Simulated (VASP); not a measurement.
A convergence study with VASP on PbS (space group no. 225 when undisturbed): one setting is varied, all else stays as given below, so the limit is that of these other settings. One atom is moved off its site, so that forces are finite.

```
CELL_PARAMETERS angstrom
      0.00000     2.95515     2.95515
      2.95515     0.00000     2.95515
      2.95515     2.95515     0.00000
ATOMIC_POSITIONS crystal
  Pb 0.00846 0.00846 0.99154
  S  0.50000 0.50000 0.50000
```

All values below come from PBEsol GGA, VASP's PBE PAW potentials (set 64) (plane waves; VASP). The tightest run used: 300 eV cut-off, 17×17×17 Γ-centred mesh, Fermi-Dirac smearing of 0.020 eV, potentials Pb_d S.

Unless said otherwise, spin-orbit coupling is left out, though it shifts the bands of the heavy elements here. Gaps are read on the run's mesh, which can miss a band edge.

The settings run are 2×2×2 mesh; 3×3×3 mesh; 4×4×4 mesh; 5×5×5 mesh; 6×6×6 mesh; 8×8×8 mesh; 9×9×9 mesh; 10×10×10 mesh; 11×11×11 mesh; 13×13×13 mesh; 14×14×14 mesh; 15×15×15 mesh; 17×17×17 mesh. From which on does the stress (every component) stay within 0.5 GPa of the tightest run?

From 4×4×4 mesh on: it is off by 0.03 there and by no more than 0.5 in any finer run, while 3×3×3 mesh is off by 1.18.
```tsv
setting	E (eV/atom)	pressure (GPa)	gap on the mesh (eV)	irreducible k-points	difference judged (GPa)
2×2×2 mesh	-4.0107	5.17	0.066	4	6.16
3×3×3 mesh	-4.7915	-1.87	2.160	6	1.18
4×4×4 mesh	-4.7218	-0.71	0.259	13	0.03
5×5×5 mesh	-4.7356	-0.95	1.249	18	0.25
6×6×6 mesh	-4.7292	-0.76	0.263	30	0.07
8×8×8 mesh	-4.7278	-0.71	0.262	59	0.02
9×9×9 mesh	-4.7278	-0.73	0.714	75	0.03
10×10×10 mesh	-4.7273	-0.70	0.262	102	0.00
11×11×11 mesh	-4.7275	-0.71	0.601	126	0.01
13×13×13 mesh	-4.7274	-0.70	0.527	196	0.00
14×14×14 mesh	-4.7273	-0.69	0.262	244	0.00
15×15×15 mesh	-4.7273	-0.70	0.475	288	0.00
17×17×17 mesh	-4.7273	-0.69	0.436	405	0.00
```

Left out are rungs that failed or repeat a setting and relaxations that didn't move; long series are thinned to 24 rows.

The structure is a typed PbS crystal (space group no. 225). The cell was not relaxed at this level, it is distorted from the ideal structure.
